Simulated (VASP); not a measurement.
Here is the system:

```
PbO
1.0
    4.02379     0.00000     0.00000
    0.00000     4.02379     0.00000
    0.00000     0.00000     5.05123
Pb O
2 2
Direct
  0.50000   0.00000   0.76425
  0.00000   0.50000   0.23575
  0.50000   0.50000   0.00000
  0.00000   0.00000   0.00000
```

Level of theory: revTPSS meta-GGA, VASP's PBE PAW potentials (set 64) (plane waves; VASP). Run with 520 eV cut-off, 5×5×4 Γ-centred mesh, Gaussian smearing of 0.050 eV, potentials Pb_d O.

Without a dispersion term in the relaxation, distances and binding between the weakly bound layers, chains or molecules are unreliable, and so is what depends on them.

Task: What does the run give for the energy per atom (σ→0)?

Result: 
```json
{
  "energy per atom (σ→0)": "15.758 eV/atom"
}
```

The compound is PbO in the litharge structure. It was relaxed first. The start is the result of an earlier pass.
